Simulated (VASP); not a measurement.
## Ba2SeO: structure and properties in VASP

Wanted: the relaxed cell of Ba2SeO and its properties. The steps: rough relaxation of the start cell, relaxing cell and atoms (PBE), second relaxation, single point with fields (PBE), bands along the symmetry lines (PBE), total and projected DOS (PBE), response to an electric field (PBE) and electric field gradients (PBE). The cell is invented: it takes the structure of COD entry 9008673, MgSe (space group 225 there), with some of its atoms replaced by other elements, volume scaled by an estimate. It may not be a known or stable phase. The atoms of the start are displaced at random from the sites of a P4/mmm cell.

Calculated with VASP 6.6.1; PBE; plane waves and PAW (Ba_sv, Se, O); invented cell.

Report form: the programs' logs are mostly left out.

### 1. The starting structure

Before any relaxation, the start is as follows. Symmetry: Pm, No. 6, monoclinic system. That holds within 0.01 Å; VASP, at its tighter tolerance, finds 1 operation. Conventional cell: a = 4.126 Å, b = 5.835 Å, c = 4.126 Å, α = 90.00°, β = 90.00°, γ = 90.00°. Ba has 4 Se at 2.89 to 2.95 Å and 2 O at 2.92 Å nearest. Nearest to Ba lie 4 O at 2.90 to 2.93 Å and 2 Se at 2.91 to 2.92 Å. Nearest to Se lie 6 Ba at 2.89 to 2.95 Å. Nearest to O lie 6 Ba at 2.90 to 2.93 Å. It derives from MgSe. it takes the structure of COD entry 9008673, MgSe (space group 225 there), with some of its atoms replaced by other elements, volume scaled by an estimate. Farther neighbours and most contacts between anions are not listed. That group holds within 0.01 Å; judged at 0.001 Å it is P1 (No. 1).

### 2. Rough relaxation of the start cell

The start is only an estimate, so a cheap relaxation brings it near a minimum before any careful run. PBE, the usual starting point, adds the gradient of the density.

The input, INCAR:

```
SYSTEM = Ba2SeO
PREC = Normal
ENCUT = 520
EDIFF = 1E-05
NELM = 60
ISMEAR = 0
SIGMA = 0.05
LREAL = .FALSE.
ALGO = Fast
GGA = PE
NBANDS = 22
LORBIT = 11
LWAVE = .FALSE.
LCHARG = .FALSE.
KPAR = 2
IBRION = 2
NSW = 40
ISIF = 3
EDIFFG = -0.04
```

The input, POSCAR:

```
Ba2SeO
1.0
    4.1258550000      0.0000000000      0.0000000000
    0.0000000000      4.1258550000      0.0000000000
    0.0000000000      0.0000000000      5.8348400000
Ba Se O
2 1 1
Direct
    0.5016280000      0.5059320000      0.4998490000
   -0.0022800000      0.0025910000      0.0004010000
    0.0045060000     -0.0011830000      0.4996010000
    0.4984470000      0.4974430000     -0.0005440000
```

The input, KPOINTS:

```
Automatic mesh
0
Gamma
4 4 3
0 0 0
```

PAW data sets: Ba_sv, Se and O (PBE family, release 64).

Command:

```sh
mpirun -np 2 vasp_std
```

Run time: 2.5 min. Hardware: 2 MPI ranks of Intel Xeon 6975P-C (Granite Rapids), shared host; peak memory 0.38 GiB.

The relaxation used up its NSW steps before forces and stress met EDIFFG.

The next step goes on from the cell that it reached.

### 3. Relaxing cell and atoms (PBE)

Properties are meant for the cell that this level of theory prefers, so cell and atoms are relaxed first (ISIF = 3) until forces and stress are small; EDIFFG sets the threshold.

The input, INCAR:

```
SYSTEM = Ba2SeO
PREC = Accurate
ENCUT = 520
EDIFF = 1E-06
NELM = 100
ISMEAR = 0
SIGMA = 0.05
LREAL = .FALSE.
ALGO = Normal
GGA = PE
NBANDS = 22
LORBIT = 11
LWAVE = .FALSE.
LCHARG = .FALSE.
KPAR = 2
IBRION = 2
NSW = 60
ISIF = 3
EDIFFG = -0.01
```

The input, POSCAR:

```
Ba2SeO
1.0
    4.4491078038     -0.0132849651      0.0072843460
   -0.0071346092      4.6966112291     -0.0393518313
    0.0076913891     -0.0532218560      6.4660279982
Ba Se O
2 1 1
Direct
    0.5004342722      0.4910410221      0.5605874019
    0.9991693973      0.1388632078      0.0066352502
    0.0031006815      0.9815616847      0.4959688211
    0.4995966490      0.3933170854      0.9361155269
```

The input, KPOINTS:

```
Automatic mesh
0
Gamma
5 4 3
0 0 0
```

Command:

```sh
mpirun -np 2 vasp_std
```

Run time: 2.1 min. Hardware: 2 MPI ranks; peak memory 0.59 GiB; 4.2 min of CPU time.

The gap is read on the k-mesh alone, so it is an upper bound where the band edges lie off the mesh. Harder data sets than Ba_sv exist (the GW ones), and pressures, volumes and forces can shift noticeably with them.

Relaxation path:

| step | energy less that of the first step (eV) | largest force (eV/Å) | pressure (GPa) | volume (Å³) |
| --- | --- | --- | --- | --- |
| 1 | 0.0000 | 0.0607 | 0.33 | 135.10 |
| 2 | -0.0017 | 0.0586 | -0.06 | 136.45 |
| 3 | -0.0017 | 0.0585 | -0.05 | 136.46 |
| 4 | -0.0025 | 0.0523 | -0.03 | 136.57 |
| 5 | -0.0032 | 0.0594 | 0.02 | 136.83 |
| 6 | -0.0038 | 0.0528 | 0.02 | 137.00 |
| 7 | -0.0048 | 0.0781 | -0.01 | 137.50 |
| 8 | -0.0057 | 0.0530 | -0.03 | 137.63 |
| 9 | -0.0066 | 0.0342 | -0.10 | 137.94 |
| 10 | -0.0071 | 0.0402 | 0.06 | 137.41 |
| 11 | -0.0071 | 0.0399 | 0.07 | 137.43 |
| 12 | -0.0073 | 0.0217 | -0.01 | 137.62 |
| 13 | -0.0073 | 0.0223 | -0.01 | 137.62 |
| 14 | -0.0074 | 0.0141 | -0.01 | 137.61 |
| 15 | -0.0074 | 0.0101 | 0.00 | 137.59 |
| 16 | -0.0075 | 0.0049 | -0.01 | 137.58 |

| cell as run | before | after | change |
| --- | --- | --- | --- |
| a (Å) | 4.449 | 4.439 | -0.2 % |
| b (Å) | 4.697 | 4.740 | +0.9 % |
| c (Å) | 6.466 | 6.539 | +1.1 % |
| α (°) | 90.95 | 89.36 | -1.8 % |
| β (°) | 89.84 | 90.02 | +0.2 % |
| γ (°) | 90.26 | 90.00 | -0.3 % |
| volume (Å³/atom) | 33.78 | 34.40 | +1.8 % |

The atoms that moved most (Å, as changes of fractional coordinates times the final cell):

| atom | dx | dy | dz | length |
| --- | --- | --- | --- | --- |
| Se3 | -0.012 | 0.070 | 0.015 | 0.073 |
| Ba2 | 0.008 | -0.060 | -0.010 | 0.061 |
| O4 | 0.005 | -0.051 | -0.021 | 0.056 |
| Ba1 | -0.001 | 0.041 | 0.016 | 0.044 |

The relaxed structure:

```
Ba Se O
1.0
     4.43896   -0.00338    0.00022
     0.00327    4.74041    0.02646
    -0.00272    0.03705    6.53862
Ba Se O
2 1 1
Cartesian
  2.2209 2.3878 3.6942
  4.4432 0.5952 0.0372
  0.0033 4.7416 3.2843
  2.2218 1.8461 6.1104
```

A gap read on the k-mesh alone can miss the band edges.

This step gave:

```
electrons                       : 32
bands                           : 22
irreducible k-points            : 31
symmetry operations             : 1
free energy (TOTEN)             : -20.74 eV
Fermi energy                    : 0.926 eV
pressure                        : -0.006789 GPa
metallic                        : no
valence top at k                : 0, 0, 0
conduction bottom at k          : 0, 0, 0
least direct gap at k           : 0, 0, 0
SCF cycles over all ionic steps : 100
gap on the k-mesh               : 2.084 eV
least direct gap on the k-mesh  : 2.084 eV
```

It ends with a largest force of 0.005 eV/Å and a pressure of -0.01 GPa.

### 4. Second relaxation

A relaxation keeps the plane waves of the cell it began with, so it is repeated from the new cell, on a basis made for it. The mesh changes with the cell too.

INCAR is that of step 3.

The input, POSCAR:

```
Ba2SeO
1.0
    4.7404832200      0.0000000000      0.0000000000
    0.0000000000      4.4389628300      0.0000000000
   -0.0735353900      0.0000000000      6.5383073500
Ba Se O
2 1 1
Direct
    0.4996762360      0.5000000000      0.4370531020
    0.1262429400      0.0000000000      0.9948535090
    0.9963588130      0.0000000000      0.5017322050
    0.3825050120      0.5000000000      0.0670541840
```

The input, KPOINTS:

```
Automatic mesh
0
Gamma
4 5 3
0 0 0
```

The cell reached was symmetrised within 0.01 Å before this step, which raises the operations from 1 to 2, which the run then keeps.

Command:

```sh
mpirun -np 2 vasp_std
```

It took 16 s on 2 MPI ranks; peak memory 0.54 GiB; 31 s of CPU time.

The run keeps the 2 symmetry operations of its start, so it cannot find a distortion of lower symmetry.

Little changed from the start: no atom moved by 0.005 Å and no cell edge by 0.1 %.

Numbers from this step:

| Quantity | Value |
| --- | --- |
| irreducible k-points | 21 |
| symmetry operations | 2 |
| Fermi energy | 0.9273 eV |
| pressure | -0.003843 GPa |
| SCF cycles over all ionic steps | 16 |

It ends with a largest force of 0.004 eV/Å and a pressure of 0.00 GPa. The volume moved by under 0.01 %: the run met its threshold at the first step.

### 5. Single point with fields (PBE)

A single point on the relaxed cell gives a clean self-consistent state, with density, ELF and potential written out.

Edit INCAR of step 4 so:

```diff
@@ -13,7 +13,5 @@
 LWAVE = .FALSE.
-LCHARG = .FALSE.
-KPAR = 2
-IBRION = 2
-NSW = 60
-ISIF = 3
-EDIFFG = -0.01
+LCHARG = .TRUE.
+ISIF = 2
+LELF = .TRUE.
+LVHAR = .TRUE.
```

POSCAR is that of step 4.

KPOINTS is that of step 4.

Command:

```sh
mpirun -np 2 vasp_std
```

The job ended after 16 s (2 MPI ranks; peak memory 0.39 GiB; 30 s of CPU time).

Numbers from this step:

* SCF cycles: 16

Valence electrons inside each PAW sphere by angular momentum. Sphere charges, by row:

| atom | s (e) | p (e) | d (e) | tot (e) |
| --- | --- | --- | --- | --- |
| Ba1 | 2.016 | 5.601 | 0.352 | 7.969 |
| Ba2 | 2.009 | 5.597 | 0.332 | 7.938 |
| Se3 | 1.435 | 2.452 | 0.004 | 3.891 |
| O4 | 1.566 | 3.351 | 0 | 4.917 |

Electrostatic potential energy in the ac plane at fractional y = 0.000, with atoms of Ba and Se within 0.2 Å of it. With pseudopotentials it is smooth inside the atoms' cores, unlike the true potential.

Values in eV, 19 rows by 14 columns, each cell a mean:
```
-22 -29 -29 -22 -14  -7  -2   1   2   2   1  -2  -7 -13
-16 -20 -21 -16 -10  -5  -1   2   2   2   1  -1  -5 -10
-10 -12 -12 -10  -6  -2   0   2   3   3   2   1  -2  -6
 -4  -5  -5  -4  -2   0   2   3   3   3   3   2   1  -1
  1   0   0   1   2   2   3   3   3   4   4   3   3   2
  0   1   2   3   3   3   3   3   4   4   4   4   2   1
-13  -6   0   3   4   4   3   3   4   4   4   2  -2 -10
-41 -33 -11   1   3   4   3   3   4   4   3  -2 -22 -39
-28 -40 -26  -1   3   3   3   3   3   3   2 -11 -37 -36
-22 -40 -28  -2   3   3   3   3   3   3   1 -13 -38 -32
-40 -39 -17   0   3   3   3   2   3   3   2  -6 -31 -41
-25 -14  -2   2   3   3   3   2   3   3   3   0  -8 -22
 -1   0   2   3   3   3   2   2   3   3   4   3   1  -1
  2   2   2   2   2   2   2   3   3   3   4   4   3   2
  0  -1  -1  -1   0   1   2   3   3   3   3   3   2   1
 -6  -7  -8  -6  -3   0   1   2   3   3   3   2   0  -2
-12 -15 -15 -12  -8  -3   0   2   3   3   2   0  -3  -7
-18 -24 -24 -19 -12  -6  -1   2   2   2   1  -1  -6 -11
-23 -31 -32 -23 -14  -8  -2   1   2   2   1  -2  -7 -14
```
Columns run along a (4.7 Å; values clipped at the 3rd and 97th percentile), rows up along c (6.5 Å). Atoms in or near the plane, at fractional coordinates: Ba at (0.13, 0.99), Se at (0.00, 0.50).

ELF in the ac plane at fractional y = 0.000, with atoms of Ba and Se within 0.2 Å of it. It is the smooth field of the valence electrons, not physical close to the nuclei.

Ten even steps from '0' (0.01) to '9' (0.90), each cell a mean:
```
86699830000389
99999720000269
89997400000025
34542000000001
21110000013333
76542100136777
99876300147899
89987400158999
58997400258997
57997300158986
78997300158998
99985200147999
88753100036888
43210000014565
11110000001111
57874100000002
99998400000037
98899720000269
85599830000389
```
Columns run along a (4.7 Å), rows up along c (6.5 Å). Atoms in or near the plane, at fractional coordinates: Ba at (0.13, 0.99), Se at (0.00, 0.50).

Valence density in the ac plane at fractional y = 0.000, with atoms of Ba and Se within 0.2 Å of it. It is the smooth field of the valence electrons, not physical close to the nuclei.

Values in e/Å³, 19 rows by 14 columns, each cell a mean:
```
1.3 0.8 0.8 1.3 1.0 0.4 0.1 0.0 0.0 0.0 0.0 0.1 0.4 1.0
1.2 1.3 1.3 1.2 0.7 0.3 0.1 0.0 0.0 0.0 0.0 0.1 0.2 0.7
0.7 0.9 0.9 0.7 0.3 0.1 0.0 0.0 0.0 0.0 0.0 0.0 0.1 0.3
0.2 0.3 0.3 0.2 0.1 0.0 0.0 0.0 0.0 0.0 0.0 0.0 0.1 0.1
0.2 0.2 0.1 0.1 0.0 0.0 0.0 0.0 0.0 0.0 0.0 0.1 0.1 0.1
0.3 0.3 0.2 0.1 0.1 0.0 0.0 0.0 0.0 0.0 0.1 0.1 0.2 0.3
0.6 0.5 0.3 0.2 0.1 0.0 0.0 0.0 0.0 0.1 0.1 0.2 0.4 0.6
0.8 0.8 0.6 0.3 0.1 0.1 0.0 0.0 0.0 0.1 0.2 0.4 0.7 0.8
0.1 0.6 0.8 0.4 0.2 0.1 0.0 0.0 0.0 0.1 0.3 0.6 0.8 0.4
0.0 0.6 0.8 0.4 0.2 0.1 0.0 0.0 0.1 0.1 0.3 0.6 0.8 0.3
0.6 0.8 0.7 0.3 0.1 0.1 0.0 0.0 0.0 0.1 0.2 0.5 0.8 0.7
0.7 0.6 0.4 0.2 0.1 0.1 0.0 0.0 0.0 0.1 0.1 0.3 0.5 0.7
0.4 0.3 0.2 0.1 0.1 0.0 0.0 0.0 0.0 0.0 0.1 0.2 0.3 0.4
0.2 0.2 0.1 0.1 0.0 0.0 0.0 0.0 0.0 0.0 0.0 0.1 0.1 0.2
0.1 0.2 0.1 0.1 0.1 0.0 0.0 0.0 0.0 0.0 0.0 0.0 0.1 0.1
0.3 0.5 0.5 0.4 0.2 0.1 0.0 0.0 0.0 0.0 0.0 0.0 0.1 0.2
0.9 1.1 1.2 0.9 0.5 0.2 0.1 0.0 0.0 0.0 0.0 0.0 0.1 0.4
1.3 1.2 1.2 1.3 0.9 0.3 0.1 0.0 0.0 0.0 0.0 0.1 0.3 0.8
1.3 0.6 0.5 1.3 1.1 0.4 0.1 0.0 0.0 0.0 0.0 0.1 0.4 1.0
```
Columns run along a (4.7 Å), rows up along c (6.5 Å). Atoms in or near the plane, at fractional coordinates: Ba at (0.13, 0.99), Se at (0.00, 0.50).

In this run the pressure is 0.00 GPa, small enough to go on.

### 6. Bands along the symmetry lines (PBE)

The mesh alone shows little of the dispersion and can miss band extrema, so KPOINTS_OPT adds a path through the symmetry points after the self-consistent cycle.

The input, INCAR:

```
SYSTEM = Ba2SeO
PREC = Accurate
ENCUT = 520
EDIFF = 1E-06
NELM = 100
ISMEAR = 0
SIGMA = 0.05
LREAL = .FALSE.
ALGO = Normal
GGA = PE
NBANDS = 30
LORBIT = 11
LWAVE = .FALSE.
LCHARG = .FALSE.
KPAR = 2
```

POSCAR is that of step 5.

KPOINTS is that of step 5.

The input, KPOINTS_OPT:

```
Line mode
16
Line-mode
Reciprocal
  0.00000000   0.00000000   0.00000000 GAMMA
  0.00000000   0.00000000   0.50000000 Y

  0.00000000   0.00000000   0.50000000 Y
 -0.49598608   0.00000000   0.50769384 H

 -0.49598608   0.00000000   0.50769384 H
 -0.50000000   0.00000000   0.50000000 C

 -0.50000000   0.00000000   0.50000000 C
 -0.50000000   0.50000000   0.50000000 E

 -0.50000000   0.50000000   0.50000000 E
 -0.50401392   0.50000000   0.49230616 M1

 -0.50401392   0.50000000   0.49230616 M1
 -0.50000000   0.50000000   0.00000000 A

 -0.50000000   0.50000000   0.00000000 A
 -0.50000000   0.00000000   0.00000000 X

 -0.50000000   0.00000000   0.00000000 X
 -0.50401392   0.00000000   0.49230616 H1

 -0.49598608   0.50000000   0.50769384 M
  0.00000000   0.50000000   0.50000000 D

  0.00000000   0.50000000   0.50000000 D
  0.00000000   0.50000000   0.00000000 Z

  0.00000000   0.00000000   0.50000000 Y
  0.00000000   0.50000000   0.50000000 D
```

Command:

```sh
mpirun -np 2 vasp_std
```

It took 83 s on 2 MPI ranks; peak memory 0.65 GiB.

Spin-orbit coupling is off here; with elements this heavy it splits and shifts levels by tenths of an eV or more.

Numbers from this step:

| Item | Value |
| --- | --- |
| SCF cycles | 15 |
| bands | 30 |
| Fermi energy | 0.9198 eV |
| pressure | 0.006740 GPa |
| least gap on mesh and path | 2.084 eV |
| least direct gap on mesh and path | 2.084 eV |

The electronic bands at the labelled points (eV, zero at the valence-band top; v1 is the highest filled band, c1 the lowest empty one):

| point | v4 | v3 | v2 | v1 | c1 | c2 | c3 | c4 |
| --- | --- | --- | --- | --- | --- | --- | --- | --- |
| Γ | -0.72 | -0.53 | -0.35 | 0.00 | 2.08 | 2.51 | 4.46 | 4.46 |
| 0.47 of the way | -0.78 | -0.66 | -0.32 | -0.04 | 2.32 | 2.68 | 4.10 | 4.62 |
| Y | -0.81 | -0.77 | -0.33 | -0.09 | 2.35 | 3.04 | 3.98 | 4.93 |
| 0.53 of the way | -1.03 | -0.90 | -0.66 | -0.53 | 3.38 | 3.63 | 4.31 | 4.88 |
| H | -1.10 | -1.05 | -0.77 | -0.61 | 3.77 | 4.19 | 4.87 | 5.43 |
| 0.47 of the way | -1.10 | -1.05 | -0.77 | -0.61 | 3.77 | 4.19 | 4.87 | 5.43 |
| C | -1.10 | -1.05 | -0.77 | -0.61 | 3.77 | 4.19 | 4.87 | 5.43 |
| 0.47 of the way | -1.04 | -0.89 | -0.74 | -0.51 | 3.59 | 3.98 | 4.44 | 5.35 |
| E | -0.76 | -0.73 | -0.67 | -0.42 | 3.32 | 3.73 | 4.42 | 4.94 |
| 0.47 of the way | -0.76 | -0.73 | -0.67 | -0.42 | 3.32 | 3.73 | 4.42 | 4.94 |
| M1 | -0.76 | -0.73 | -0.67 | -0.42 | 3.32 | 3.73 | 4.42 | 4.94 |
| 0.53 of the way | -0.79 | -0.69 | -0.54 | -0.37 | 2.92 | 3.53 | 4.30 | 5.21 |
| A | -0.66 | -0.62 | -0.46 | -0.33 | 2.86 | 3.38 | 4.08 | 5.28 |
| 0.53 of the way | -0.98 | -0.68 | -0.57 | -0.42 | 3.04 | 3.84 | 4.38 | 4.98 |
| X | -0.91 | -0.83 | -0.81 | -0.48 | 3.24 | 4.66 | 4.71 | 4.90 |
| 0.53 of the way | -1.02 | -1.00 | -0.79 | -0.52 | 3.31 | 4.55 | 4.85 | 5.22 |
| H1 | -1.10 | -1.05 | -0.77 | -0.61 | 3.77 | 4.19 | 4.87 | 5.43 |
| jump to M | -0.76 | -0.73 | -0.67 | -0.42 | 3.32 | 3.73 | 4.42 | 4.94 |
| 0.47 of the way | -0.90 | -0.80 | -0.71 | -0.41 | 3.37 | 3.71 | 4.59 | 4.87 |
| D | -1.31 | -0.79 | -0.76 | -0.38 | 3.23 | 3.88 | 4.65 | 5.06 |
| 0.53 of the way | -1.20 | -0.74 | -0.70 | -0.38 | 3.26 | 3.69 | 4.42 | 4.49 |
| Z | -0.93 | -0.70 | -0.63 | -0.39 | 3.21 | 3.51 | 4.09 | 4.46 |
| jump to Y | -0.81 | -0.77 | -0.33 | -0.09 | 2.35 | 3.04 | 3.98 | 4.93 |
| 0.47 of the way | -0.89 | -0.80 | -0.68 | -0.59 | 3.20 | 3.30 | 4.14 | 4.63 |
| D | -1.31 | -0.79 | -0.76 | -0.38 | 3.23 | 3.88 | 4.65 | 5.06 |

Of the projections kept (Ba, Se, O), the largest for each band there; the rest of the weight can lie on other orbitals:

| point | v4 | v3 | v2 | v1 | c1 | c2 | c3 | c4 |
| --- | --- | --- | --- | --- | --- | --- | --- | --- |
| Γ | Se 0.65 | O 0.75 | Se 0.86 | Se 0.91 | Ba 0.62 | Ba 0.89 | Ba 0.93 | Ba 0.92 |
| Y | O 0.84 | O 0.80 | Se 0.88 | Se 0.92 | Ba 0.92 | Ba 0.66 | Ba 0.58 | Ba 0.92 |
| H | O 0.70 | O 0.48 | O 0.42 | O 0.79 | Ba 0.73 | Ba 0.71 | Ba 0.65 | Ba 0.86 |
| C | O 0.70 | O 0.48 | O 0.42 | O 0.79 | Ba 0.73 | Ba 0.71 | Ba 0.65 | Ba 0.86 |
| E | O 0.71 | Se 0.72 | Se 0.61 | O 0.88 | Ba 0.80 | Ba 0.69 | Ba 0.83 | Ba 0.92 |
| M1 | O 0.71 | Se 0.72 | Se 0.60 | O 0.88 | Ba 0.80 | Ba 0.69 | Ba 0.83 | Ba 0.92 |

The path finds the gap of the mesh within 0.02 eV, so the mesh comes close to both band edges.

### 7. Total and projected DOS (PBE)

Here the states are counted by energy and projected on the atoms. The mesh is finer than in the run before.

Edit INCAR of step 6 so:

```diff
@@ -5,3 +5,3 @@
 NELM = 100
-ISMEAR = 0
+ISMEAR = -5
 SIGMA = 0.05
@@ -15 +15,2 @@
 KPAR = 2
+NEDOS = 2001
```

POSCAR is that of step 6.

The input, KPOINTS:

```
Automatic mesh
0
Gamma
6 7 5
0 0 0
```

Command:

```sh
mpirun -np 2 vasp_std
```

Elapsed: 51 s, on 2 MPI ranks; peak memory 0.79 GiB.

Numbers from this step:

* SCF cycles: 16
* irreducible k-points: 64
* Fermi energy: 0.6649 eV
* pressure: -0.004278 GPa
* gap on the k-mesh: 2.085 eV
* least direct gap on the k-mesh: 2.085 eV

(Continued in part 2 of 2.)

[Lines on the potential files, build, host, timing and source positions are cut from VASP's logs without a mark.]

[Logs are printed without paths, hosts, clocks, repeated set-up lines and the standing remarks that a program may print on its own settings, such as how far it seeks lower states.]

[Hosts, paths, dates, database ids (printed as entryN), source tags and the programs' standing remarks are cut or masked in the printed files.]

[A measured line is paired with the nearest computed mode of its activity, which favours agreement.]
